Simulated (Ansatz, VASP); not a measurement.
# Cross-check of TiO2 (amorphous TiO2) between VASP and Ansatz, part 2 of 3

One calculation is typed for both programs; each brings its own data sets. How far apart do they land? Of the first pair: The structure shown is the start of the Ansatz relaxation below; VASP solves that cell, so the two are compared at the walk's first step.

VASP 6.6.1 and Ansatz 0.2.0.

So far: The structure; Ansatz: relaxation, LDA.

## (3) VASP: single point, LDA, start cell, pair 1

Level of this step: LDA, spin-polarised from a ferromagnetic start; plane waves and PAW (Ti_sv, O) (VASP).

The same cell, functional (in two slightly different forms), mesh and smearing now go to VASP, with its own data sets.

Lines of VASP's logs that name or quote its potential files are left out, and so is its time.

INCAR reads:

```
SYSTEM = TiO2
PREC = Accurate
ENCUT = 520
EDIFF = 1E-06
NELM = 200
ISMEAR = -1
SIGMA = 0.01
LREAL = Auto
ALGO = Normal
GGA = PW92
NELECT = 673
NBANDS = 400
ISPIN = 2
MAGMOM = 0 0 0 0 0.01 0.09 0.01 0.01 0.09 0 0.06 0.01 0.01 0.01 0 0.15 0.02 0 0.04 0.04 0 0 0.01 0.02 0 0.02 0.03 0.01 -0 -0 -0 -0 0 0 -0 -0 -0 -0 -0 -0 -0 0 -0 0 0 -0 -0 -0 -0 -0.01 -0 -0 -0.01 -0 -0 -0 -0 -0 -0 -0 0 -0 0 0 -0 0 0 -0 -0 -0 -0 -0 0 0 -0 -0 -0 -0 -0 -0 -0 0 0 -0
LASPH = .TRUE.
LMAXMIX = 4
LORBIT = 11
LWAVE = .FALSE.
LCHARG = .FALSE.
ISIF = 2
GGA_COMPAT = .FALSE.
NCORE = 2
```

POSCAR reads:

```
TiO2
1.0
   10.4577200000      0.0000000000      0.0000000000
    0.0000000000     10.4577200000      0.0000000000
    0.0000000000      0.0000000000     10.4577200000
Ti O
28 56
Direct
    0.1783562765      0.8852407599      0.3777018318
    0.3712568323      0.2054271868      0.5485421296
    0.3545992817      0.1072700359      0.2154389293
    0.6529625961      0.8841124069      0.9169207055
    0.8171379612      0.2605634880      0.2481898540
    0.0487582379      0.6854362136      0.7109197798
    0.1400878968      0.6283396381      0.1597384516
    0.0614187414      0.1274943295      0.5359868117
    0.8681433429      0.4178635496      0.8443044947
    0.2505613078      0.3706065949      0.3270120064
    0.1224358656      0.8988288078      0.9658797520
    0.3594760617      0.4369690525      0.9324499030
    0.2634226198      0.5184208413      0.6178975914
    0.0986257043      0.2514792899      0.0454783643
    0.4574802156      0.6303381617      0.3729493618
    0.8735078009      0.6856943961      0.9523108287
    0.5863515183      0.1960943686      0.8415887976
    0.5446215810      0.9677444032      0.4156068436
    0.9396885746      0.4157407159      0.5151314053
    0.6394510467      0.4257907077      0.0153666382
    0.2968429065      0.1232964738      0.8896202996
    0.3972663257      0.6966814946      0.0459182307
    0.8757836316      0.7340414545      0.4548983909
    0.8643375420      0.9314362978      0.1746365365
    0.7560634632      0.0408215175      0.6345933913
    0.6396709799      0.7097053660      0.6882475339
    0.3178417475      0.8443044947      0.6895480086
    0.6465654081      0.4215641650      0.5229438157
    0.7034038012      0.0052210233      0.4756199248
    0.7376177599      0.7470079520      0.5498521666
    0.9630397448      0.2784163278      0.1656097123
    0.9932757810      0.3403514342      0.9207265064
    0.3716775741      0.0910045402      0.0348259468
    0.6298026721      0.0592480961      0.9322490944
    0.5994136389      0.5355086960      0.4045528088
    0.5115168507      0.0579284968      0.2709481608
    0.0832877530      0.5292262558      0.6180888377
    0.1314818144      0.4844746274      0.2491269608
    0.0608258779      0.0061676924      0.4115715471
    0.7152228210      0.7175369010      0.8470775657
    0.2226489139      0.7014530892      0.7262386065
    0.4208183046      0.1697597564      0.7717265331
    0.9335591314      0.5883500419      0.8101765968
    0.3335430667      0.2039163412      0.3749383231
    0.2723729455      0.9670941658      0.2594638219
    0.1321798633      0.7404482048      0.2960779214
    0.4771403327      0.7830005011      0.6982975257
    0.2538603061      0.9499584996      0.8254093627
    0.4482525828      0.0493319768      0.5342177836
    0.9879400099      0.6509927594      0.0783918483
    0.0127274396      0.8020295055      0.8655710805
    0.7917882674      0.3404183704      0.4201967542
    0.8614784102      0.3909265117      0.6644182480
    0.2706326044      0.3794899844      0.5181052849
    0.9030266636      0.5675520094      0.4363666268
    0.1205042782      0.0961395027      0.9695708051
    0.8046208925      0.0883175300      0.2227636617
    0.2439728736      0.2979521349      0.9348022322
    0.2304708866      0.7867680527      0.0370539659
    0.5170056188      0.3177556867      0.5449371373
    0.3508699793      0.6191598169      0.5082369771
    0.9974258251      0.7756757687      0.5763302135
    0.7873322292      0.5265488080      0.9814854481
    0.4040555685      0.6933633717      0.2095963556
    0.2241788841      0.2511063597      0.1780694071
    0.4997265178      0.3210738096      0.9566616815
    0.5068313170      0.8181515665      0.9769815983
    0.2121686180      0.1462555892      0.6153540160
    0.6358938660      0.5394961808      0.6576098805
    0.9270758827      0.0832686283      0.6339622786
    0.2604296156      0.8714232165      0.5311004693
    0.6742196196      0.1786718329      0.6929426299
    0.5038861243      0.5503876562      0.0001434347
    0.3794899844      0.4658663648      0.3011363854
    0.2648091553      0.5547098220      0.0288781876
    0.8581124758      0.8246826268      0.3062139740
    0.7867393658      0.8458057779      0.0337167184
    0.6953810200      0.9164330275      0.7389182346
    0.6945490987      0.3442815451      0.1571088153
    0.3459836370      0.4756581741      0.7676912367
    0.0196983664      0.9299254522      0.1066867348
    0.5139074292      0.7977647135      0.4038930092
    0.7162173017      0.3279204262      0.8832709233
    0.0421028675      0.2859131818      0.4597847332
```

KPOINTS reads:

```
Automatic mesh
0
Gamma
1 1 1
0 0 0
```

PAW data sets: Ti_sv and O (LDA family, release 64).

The run is started by

```bash
$ mpirun -np 8 vasp_gam
```

Numbers of over 12 decimals in the logs are rounded to 6 here.

The log of the run:

```text
[banner, memory and clock lines left out]
running    8 mpi-ranks, on    1 nodes
[...]
|                                                                             |
|               ----> ADVICE to this user running VASP <----                  |
|                                                                             |
|     You enforced a specific xc type in the INCAR file but a different       |
|     [... a line on the potential file left out ...]
|     I HOPE YOU KNOW WHAT YOU ARE DOING!                                     |
|                                                                             |

 LDA part: xc-table for (Slater(with rela. corr.)+PW92), standard interpolation
 POSCAR, INCAR and KPOINTS ok, starting setup
[...]
entering main loop
       N       E                     dE             d eps       ncg     rms          rms(c)
DAV:   1     0.133130869264E+05    0.13313E+05   -0.37145E+05  1600   0.207E+03
DAV:   2     0.236048620945E+04   -0.10953E+05   -0.10538E+05  1600   0.652E+02
DAV:   3    -0.648001939723E+03   -0.30085E+04   -0.28645E+04  1992   0.287E+02
DAV:   4    -0.997508273888E+03   -0.34951E+03   -0.34823E+03  2224   0.108E+02
DAV:   5    -0.102803411213E+04   -0.30526E+02   -0.30460E+02  2528   0.254E+01BRMIX: very serious problems
 the old and the new charge density differ
 old charge density:   672.00000 new  673.00000
    0.128E+02
DAV:   6    -0.815950573086E+03    0.21208E+03   -0.18210E+03  2280   0.107E+02    0.564E+01
DAV:   7    -0.806453791914E+03    0.94968E+01   -0.41392E+02  2296   0.432E+01    0.335E+01
DAV:   8    -0.803407568631E+03    0.30462E+01   -0.61802E+01  2336   0.217E+01    0.132E+01
DAV:   9    -0.802227444747E+03    0.11801E+01   -0.22149E+01  2344   0.125E+01    0.725E+00
[...]
DAV:  22    -0.801915749661E+03   -0.33656E-05   -0.21715E-05  2248   0.134E-02    0.998E-03
DAV:  23    -0.801915752302E+03   -0.26408E-05   -0.65521E-06  1728   0.732E-03    0.748E-03
DAV:  24    -0.801915752876E+03   -0.57483E-06   -0.34531E-06  1256   0.574E-03
   1 F= -.80191575E+03 E0= -.80191139E+03  d E =-.872486E-02  mag=     0.9941
```

Parts of OUTCAR (step 3):

```text
  FREE ENERGIE OF THE ION-ELECTRON SYSTEM (eV)
  ---------------------------------------------------
  free  energy   TOTEN  =      -801.9157528765 eV

  energy  without entropy=     -801.9070280209  energy(sigma->0) =     -801.91139045

 magnetization (x)
# of ion       s       p       d       tot
------------------------------------------
    1        0.000   0.000   0.019   0.020
    2        0.000   0.000   0.021   0.022
    3        0.000   0.000   0.019   0.020
    4        0.000   0.000   0.030   0.030
    5        0.000   0.000   0.024   0.024
    6        0.001   0.001   0.085   0.086
    7        0.000   0.000   0.025   0.026
    8        0.000   0.000   0.016   0.016
    9        0.001   0.001   0.077   0.078
   10        0.000   0.000   0.003   0.004
   11        0.000   0.001   0.065   0.066
   12        0.000   0.000   0.026   0.026
   13        0.000   0.000   0.022   0.023
[...]
--------------------------------------------------
tot          0.006  -0.074   0.920   0.852
```

The magnetic state follows from one typed start and may not be the lowest.

## (4) Comparison

Known differences besides the potentials themselves: VASP starts from the moments at which Ansatz ended; the cutoff is 420 eV in Ansatz and 520 eV in VASP (PREC = Accurate, projectors in real space); VASP's log shows a relativistic correction to its local exchange, Ansatz's none. Total energies have different zeros and are not compared.

Forces on 10 of the 84 atoms, those with the largest forces and the largest differences (eV/Å; atoms numbered as in POSCAR):

| atom | Ansatz x, y, z | VASP x, y, z |
| --- | --- | --- |
| Ti6 | -0.170, -0.103, 0.292 | -0.178, -0.102, 0.406 |
| Ti7 | -0.137, 0.126, -0.265 | -0.035, 0.198, -0.359 |
| Ti9 | 0.031, 0.312, 0.104 | -0.056, 0.411, 0.013 |
| Ti10 | -0.074, -0.002, 0.006 | -0.293, -0.172, 0.068 |
| Ti13 | -0.243, 0.167, 0.211 | -0.272, 0.212, 0.308 |
| Ti22 | -0.073, -0.009, -0.079 | -0.111, -0.004, -0.278 |
| O32 | 0.185, -0.199, 0.148 | 0.319, -0.274, 0.216 |
| O50 | 0.322, -0.044, 0.296 | 0.290, -0.056, 0.321 |
| O62 | -0.112, 0.162, -0.282 | -0.094, 0.262, -0.347 |
| O74 | 0.019, 0.002, -0.018 | 0.241, 0.160, -0.061 |

The forces differ by 64 meV/Å r.m.s., which is 45.4 % of the r.m.s. force of 0.141 eV/Å (both taken over all components). Moments aren't recorded for both runs of this pair, so they may hold unlike magnetic states. The cell carries a charge of -1 e against a uniform background, so its pressure also hangs on how the neutralising background is counted, and in a defect's cell a gap may be the spacing between its levels.

## (5) Ansatz: relaxation, LDA

This run makes the geometry at which the two programs are then compared.

The structure compared here is the end of the Ansatz relaxation.

input.yaml reads:

```yaml
crystal:
  lattice:
    - [10.45772, 0.0, 0.0]
    - [0.0, 10.45772, 0.0]
    - [0.0, 0.0, 10.45772]
  atoms:
    - { symbol: Ti, position: [0.17836, 0.88524, 0.3777] }
    - { symbol: Ti, position: [0.37126, 0.20543, 0.54854] }
    - { symbol: Ti, position: [0.3546, 0.10727, 0.21544] }
    - { symbol: Ti, position: [0.65296, 0.88411, 0.91692] }
    - { symbol: Ti, position: [0.81714, 0.26056, 0.24819] }
    - { symbol: Ti, position: [0.04876, 0.68544, 0.71092] }
    - { symbol: Ti, position: [0.14009, 0.62834, 0.15974] }
    - { symbol: Ti, position: [0.06142, 0.12749, 0.53599] }
    - { symbol: Ti, position: [0.86814, 0.41786, 0.8443] }
    - { symbol: Ti, position: [0.25056, 0.37061, 0.32701] }
    - { symbol: Ti, position: [0.12244, 0.89883, 0.96588] }
    - { symbol: Ti, position: [0.35948, 0.43697, 0.93245] }
    - { symbol: Ti, position: [0.26342, 0.51842, 0.6179] }
    - { symbol: Ti, position: [0.09863, 0.25148, 0.04548] }
    - { symbol: Ti, position: [0.45748, 0.63034, 0.37295] }
    - { symbol: Ti, position: [0.87351, 0.68569, 0.95231] }
    - { symbol: Ti, position: [0.58635, 0.19609, 0.84159] }
    - { symbol: Ti, position: [0.54462, 0.96774, 0.41561] }
    - { symbol: Ti, position: [0.93969, 0.41574, 0.51513] }
    - { symbol: Ti, position: [0.63945, 0.42579, 0.01537] }
    - { symbol: Ti, position: [0.29684, 0.1233, 0.88962] }
    - { symbol: Ti, position: [0.39727, 0.69668, 0.04592] }
    - { symbol: Ti, position: [0.87578, 0.73404, 0.4549] }
    - { symbol: Ti, position: [0.86434, 0.93144, 0.17464] }
    - { symbol: Ti, position: [0.75606, 0.04082, 0.63459] }
    - { symbol: Ti, position: [0.63967, 0.70971, 0.68825] }
    - { symbol: Ti, position: [0.31784, 0.8443, 0.68955] }
    - { symbol: Ti, position: [0.64657, 0.42156, 0.52294] }
    - { symbol: O, position: [0.7034, 0.00522, 0.47562] }
    - { symbol: O, position: [0.73762, 0.74701, 0.54985] }
    - { symbol: O, position: [0.96304, 0.27842, 0.16561] }
    - { symbol: O, position: [0.99328, 0.34035, 0.92073] }
    - { symbol: O, position: [0.37168, 0.091, 0.03483] }
    - { symbol: O, position: [0.6298, 0.05925, 0.93225] }
    - { symbol: O, position: [0.59941, 0.53551, 0.40455] }
    - { symbol: O, position: [0.51152, 0.05793, 0.27095] }
    - { symbol: O, position: [0.08329, 0.52923, 0.61809] }
    - { symbol: O, position: [0.13148, 0.48447, 0.24913] }
    - { symbol: O, position: [0.06083, 0.00617, 0.41157] }
    - { symbol: O, position: [0.71522, 0.71754, 0.84708] }
    - { symbol: O, position: [0.22265, 0.70145, 0.72624] }
    - { symbol: O, position: [0.42082, 0.16976, 0.77173] }
    - { symbol: O, position: [0.93356, 0.58835, 0.81018] }
    - { symbol: O, position: [0.33354, 0.20392, 0.37494] }
    - { symbol: O, position: [0.27237, 0.96709, 0.25946] }
    - { symbol: O, position: [0.13218, 0.74045, 0.29608] }
    - { symbol: O, position: [0.47714, 0.783, 0.6983] }
    - { symbol: O, position: [0.25386, 0.94996, 0.82541] }
    - { symbol: O, position: [0.44825, 0.04933, 0.53422] }
    - { symbol: O, position: [0.98794, 0.65099, 0.07839] }
    - { symbol: O, position: [0.01273, 0.80203, 0.86557] }
    - { symbol: O, position: [0.79179, 0.34042, 0.4202] }
    - { symbol: O, position: [0.86148, 0.39093, 0.66442] }
    - { symbol: O, position: [0.27063, 0.37949, 0.51811] }
    - { symbol: O, position: [0.90303, 0.56755, 0.43637] }
    - { symbol: O, position: [0.1205, 0.09614, 0.96957] }
    - { symbol: O, position: [0.80462, 0.08832, 0.22276] }
    - { symbol: O, position: [0.24397, 0.29795, 0.9348] }
    - { symbol: O, position: [0.23047, 0.78677, 0.03705] }
    - { symbol: O, position: [0.51701, 0.31776, 0.54494] }
    - { symbol: O, position: [0.35087, 0.61916, 0.50824] }
    - { symbol: O, position: [0.99743, 0.77568, 0.57633] }
    - { symbol: O, position: [0.78733, 0.52655, 0.98149] }
    - { symbol: O, position: [0.40406, 0.69336, 0.2096] }
    - { symbol: O, position: [0.22418, 0.25111, 0.17807] }
    - { symbol: O, position: [0.49973, 0.32107, 0.95666] }
    - { symbol: O, position: [0.50683, 0.81815, 0.97698] }
    - { symbol: O, position: [0.21217, 0.14626, 0.61535] }
    - { symbol: O, position: [0.63589, 0.5395, 0.65761] }
    - { symbol: O, position: [0.92708, 0.08327, 0.63396] }
    - { symbol: O, position: [0.26043, 0.87142, 0.5311] }
    - { symbol: O, position: [0.67422, 0.17867, 0.69294] }
    - { symbol: O, position: [0.50389, 0.55039, 0.00014] }
    - { symbol: O, position: [0.37949, 0.46587, 0.30114] }
    - { symbol: O, position: [0.26481, 0.55471, 0.02888] }
    - { symbol: O, position: [0.85811, 0.82468, 0.30621] }
    - { symbol: O, position: [0.78674, 0.84581, 0.03372] }
    - { symbol: O, position: [0.69538, 0.91643, 0.73892] }
    - { symbol: O, position: [0.69455, 0.34428, 0.15711] }
    - { symbol: O, position: [0.34598, 0.47566, 0.76769] }
    - { symbol: O, position: [0.0197, 0.92993, 0.10669] }
    - { symbol: O, position: [0.51391, 0.79776, 0.40389] }
    - { symbol: O, position: [0.71622, 0.32792, 0.88327] }
    - { symbol: O, position: [0.0421, 0.28591, 0.45978] }
total_charge: -1
kpoints:
  mp_grid: { grid: [1, 1, 1] }
hamiltonian:
  xc: lda
scf:
  occupations: { method: fermi_dirac, width: 0.01 }
  lower_state_search: "off"
output:
  forces: true
magnetization:
  spin_polarized: true
  initial_magnetization: 1
relax:
  f_tol: 0.05
  max_steps: 90
```

The run is started by

```bash
$ ansatz run input.yaml --threads 4 --pin off --max-ram 8192MiB --backend cpu --events-out ev --progress --plain --runs-dir out
```

The log of the run:

```text
[...]
Crystal: 84 atoms, lattice volume = 1143.697 Å³
Basis set: ecut = 420 eV, 22335 PW (Γ)
Bands: 421, of which v1, the nominal top of the filled ones, is band 337 counted from 1 (336 counted from 0)
Symmetry: 1 space group operations
[...]
k-points: 1
[...]
Starting moments: Σ|m| = 1 μB on 84 of 84 sites
[...]
- { symbol: O, position: [0.738258, 0.749546, 0.550933] }
    - { symbol: O, position: [0.965193, 0.276274, 0.169344] }
    - { symbol: O, position: [0.993216, 0.341400, 0.926788] }
    - { symbol: O, position: [0.370420, 0.089832, 0.035215] }
    - { symbol: O, position: [0.628293, 0.059377, 0.932175] }
    - { symbol: O, position: [0.600260, 0.536019, 0.402182] }
    - { symbol: O, position: [0.510844, 0.058239, 0.271172] }
[...]
- { symbol: O, position: [0.018356, 0.928512, 0.106648] }
    - { symbol: O, position: [0.514448, 0.798343, 0.403838] }
    - { symbol: O, position: [0.714256, 0.327706, 0.881543] }
    - { symbol: O, position: [0.041555, 0.285373, 0.462135] }
```

[end of part 2 of 3]

[Lines on the potential files, build, host, timing and source positions are cut from VASP's logs without a mark.]

[Logs are printed without paths, hosts, clocks, repeated set-up lines and the standing remarks that a program may print on its own settings, such as how far it seeks lower states.]

[Hosts, paths, dates, database ids (printed as entryN), source tags and the programs' standing remarks are cut or masked in the printed files.]
